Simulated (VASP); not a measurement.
# Driving VASP from ASE on P2W, part 4 of 4

Do ASE scripts that read P2W from different structure formats give one answer, and do several routes find one equilibrium volume? All runs use PBEsol. Left out of this account: 2 further runs (self-consistent run: it stopped with no message; self-consistent run: a reference on another mesh). The start is a cell from a database of measured crystal structures.

VASP 6.6.1; PBEsol; plane waves and PAW (P, W).

So far. Step 4 (Relaxing cell and atoms (PBEsol, through ASE)): It ends with a largest force of 0.006 eV/Å and a pressure of 0.01 GPa. Step 5 (Equation of state by an ASE loop (PBEsol)): The fitted volume lies +0.18 % from the relaxed one.

### 6. Relaxation driven by ASE (PBEsol)

Here ASE drives the relaxation and calls VASP for forces and stress at each step.

run.py

```python
import numpy as np
from ase.calculators.vasp import Vasp
from ase import Atoms
from ase.optimize import BFGS
from ase.filters import FrechetCellFilter

atoms = Atoms(['P', 'P', 'P', 'P', 'W', 'W'],
              cell=[[3.1649, 0.0, 0.0], [0.0, 0.0, 4.9732], [1.58245, -5.57995, 0.0]],
              scaled_positions=[[0.4299, 0.1167, 0.1402], [0.5701, 0.6167, 0.8598], [0.298, 0.8003, 0.404], [0.702, 0.3003, 0.596], [0.09314, 0.0, 0.81372], [0.90686, 0.5, 0.18628]],
              pbc=True)

calc = Vasp(
    xc='pbesol',
    pp='PBE',
    prec='Accurate',
    encut=400,
    ediff=1e-06,
    nelm=100,
    ismear=-1,
    sigma=0.05,
    lreal=False,
    algo='Normal',
    nbands=22,
    lasph=True,
    lorbit=11,
    lwave=False,
    lcharg=False,
    kpar=4,
    isif=2,
    pp_version='64',
    setups={'P': '', 'W': ''},
    kpts=(10, 6, 10),
    gamma=True,
    txt='vasp.out',
)
atoms.calc = calc

BFGS(FrechetCellFilter(atoms)).run(fmax=0.02, steps=30)
print("cell (A, degrees):", np.round(atoms.cell.cellpar(), 4))
print("volume (A^3):", round(atoms.get_volume(), 4))
print("energy (eV):", round(atoms.get_potential_energy(), 6))
print("Fermi level (eV):", round(calc.get_fermi_level(), 4))
print("forces (eV/A):")
print(np.round(atoms.get_forces(), 4))
print("stress (GPa, Voigt, tension positive):", np.round(atoms.get_stress() * 160.21766, 3))
```

Potentials, in the order of the species: P and W (PBE family, release 64).

Run with:

```bash
export ASE_VASP_COMMAND="mpirun -np 4 vasp_std"
python run.py
```

The program printed:

```text
Step     Time          Energy          fmax
BFGS:    0 --:--:--      -53.667074        0.259459
BFGS:    1 --:--:--      -53.670278        0.221629
BFGS:    2 --:--:--      -53.675251        0.118310
BFGS:    3 --:--:--      -53.676048        0.114226
BFGS:    4 --:--:--      -53.677173        0.041343
BFGS:    5 --:--:--      -53.677289        0.042671
BFGS:    6 --:--:--      -53.677370        0.035178
BFGS:    7 --:--:--      -53.677430        0.024749
BFGS:    8 --:--:--      -53.677471        0.014109
cell (A, degrees): [ 3.1479  4.9511  5.7845 90.     74.2107 90.    ]
volume (A^3): 86.753
energy (eV): -53.672346
Fermi level (eV): 9.2913
forces (eV/A):
[[-0.      0.0068  0.0057]
 [ 0.     -0.0068  0.0057]
 [-0.      0.0006 -0.0078]
 [ 0.     -0.0006 -0.0078]
 [-0.      0.0135  0.002 ]
 [ 0.     -0.0135  0.002 ]]
stress (GPa, Voigt, tension positive): [ 0.063 -0.156  0.084 -0.    -0.     0.   ]
```

The job ended after 2.7 min (4 MPI ranks of AMD EPYC 9R45, shared host; peak memory 1 GiB; 11 min of CPU time).

ASE turned this into the INCAR:

```
ENCUT = 400.000000
SIGMA = 0.050000
EDIFF = 1.00e-06
ALGO = Normal
GGA = PS
PREC = Accurate
ISIF = 2
ISMEAR = -1
KPAR = 4
LORBIT = 11
NBANDS = 22
NELM = 100
LASPH = .TRUE.
LCHARG = .FALSE.
LWAVE = .FALSE.
LREAL = .FALSE.
```

ASE turned this into the KPOINTS:

```
KPOINTS created by Atomic Simulation Environment
0
Gamma
10 6 10
0 0 0
```

VASP's own log, vasp.out (the last of its runs):

```text
[... set-up lines as in an earlier step ...]
 entering main loop
       N       E                     dE             d eps       ncg     rms          rms(c)
DAV:   1     0.915894961999E+02    0.91589E+02   -0.11980E+04  5456   0.105E+03
DAV:   2    -0.471321316314E+02   -0.13872E+03   -0.13043E+03  7064   0.236E+02
DAV:   3    -0.553711831532E+02   -0.82391E+01   -0.79540E+01  7528   0.523E+01
DAV:   4    -0.555465322057E+02   -0.17535E+00   -0.17416E+00  7340   0.813E+00
DAV:   5    -0.555509104469E+02   -0.43782E-02   -0.43741E-02  7464   0.115E+00    0.380E+01
DAV:   6    -0.539953406009E+02    0.15556E+01   -0.67749E+00  8426   0.129E+01    0.159E+01
DAV:   7    -0.537527610614E+02    0.24258E+00   -0.12270E+00  7338   0.665E+00    0.912E+00
DAV:   8    -0.536783467654E+02    0.74414E-01   -0.21918E-01  7678   0.300E+00    0.677E-01
DAV:   9    -0.536777144463E+02    0.63232E-03   -0.17210E-02  7174   0.755E-01    0.491E-01
DAV:  10    -0.536775170843E+02    0.19736E-03   -0.15631E-03  6978   0.233E-01    0.236E-01
DAV:  11    -0.536774696064E+02    0.47478E-04   -0.36496E-04  7392   0.110E-01    0.643E-02
DAV:  12    -0.536774737066E+02   -0.41003E-05   -0.65158E-05  6986   0.538E-02    0.186E-02
DAV:  13    -0.536774719194E+02    0.17873E-05   -0.45714E-06  6710   0.126E-02    0.932E-03
DAV:  14    -0.536774712871E+02    0.63229E-06   -0.13676E-06  4708   0.747E-03
   1 F= -.53677471E+02 E0= -.53672346E+02  d E =-.102502E-01
```

From OUTCAR (step 6):

```text
   ENCUT  =  400.0 eV  29.40 Ry    5.42 a.u.   5.13  8.07  9.43*2*pi/ulx,y,z

   NELECT =      32.0000    total number of electrons

 E-fermi :   9.2913

 k-point     1 :       0.0000    0.0000    0.0000
  band No.  band energies     occupation
    ...
     12       6.7576      2.00000
     13       7.1341      2.00000
     14       7.7396      2.00000
     15       8.0234      2.00000
     16       8.3919      2.00000
     17       9.5839      0.00573
     18      10.6389      0.00000
     19      10.6444      0.00000
     20      11.3114      0.00000
     21      12.1630      0.00000
    ...

  Total       -0.0340187      0.0846553     -0.0452445     -0.0000000      0.0000000      0.0000000
  in kB       -0.6282657      1.5634376     -0.8355879     -0.0000000      0.0000000      0.0000000
  external PRESSURE =       0.0331947 kB  Pullay stress =       0.0000000 kB

 POSITION                                       TOTAL-FORCE (eV/Angst)
 -----------------------------------------------------------------------------------
      1.57396     -0.78256      0.58006        -0.000000      0.006792      0.005714
      3.14792     -4.78366      3.05561         0.000000     -0.006792      0.005714
      1.57396     -2.26109      3.95812        -0.000000      0.000574     -0.007751
      3.14792     -3.30514      1.48258         0.000000     -0.000574     -0.007751
      1.57396     -4.52920      0.00196        -0.000000      0.013459      0.002037
      3.14792     -1.03703      2.47751         0.000000     -0.013459      0.002037
 -----------------------------------------------------------------------------------
    total drift:                               -0.000000      0.000002      0.000795

  FREE ENERGIE OF THE ION-ELECTRON SYSTEM (eV)
  ---------------------------------------------------
  free  energy   TOTEN  =       -53.6774712871 eV

  energy  without entropy=      -53.6672210683  energy(sigma->0) =      -53.67234618

[... 4 parts as in an earlier step ...]

[... 12 further parts left out ...]
```

Numbers from this step:

| Quantity | Value |
| --- | --- |
| optimizer steps | 8 |
| volume after bfgs | 14.46 Å³/atom |

### 7. The runs together

| run | atoms | mesh | energy (eV/atom) | pressure (GPa) |
| --- | --- | --- | --- | --- |
| ASE, structure read from a POSCAR | 6 | 10×6×10 | -8.94363 | -2.350 |
| ASE, structure read from a CIF with its space group | 12 | 7×2×5 | -8.94170 | -2.299 |

### 8. Results

| Item | Value |
| --- | --- |
| energy, ASE, structure read from a POSCAR | -8.94363 eV/atom |
| energy, ASE, structure read from a CIF with its space group | -8.94170 eV/atom |
| volume from VASP's own relaxation | 14.46 Å³/atom |
| volume from the fit of the ASE volume loop | 14.48 Å³/atom |
| volume from BFGS in ASE | 14.46 Å³/atom |

**Reading.** With the structure read from a CIF with its space group, ASE's run differs from the first script by +1.9 meV an atom, on the larger cell and its own mesh. The routes to the equilibrium volume agree within 0.18 %. VASP's relaxation keeps the plane waves of its start, while ASE starts VASP afresh at each cell, and a loop at fixed shape can't relax anything but the volume.

[Lines on the potential files, build, host, timing and source positions are cut from VASP's logs without a mark.]

[Logs are printed without paths, hosts, clocks, repeated set-up lines and the standing remarks that a program may print on its own settings, such as how far it seeks lower states.]

[Hosts, paths, dates, database ids (printed as entryN), source tags and the programs' standing remarks are cut or masked in the printed files.]

[A measured line is paired with the nearest computed mode of its activity, which favours agreement.]
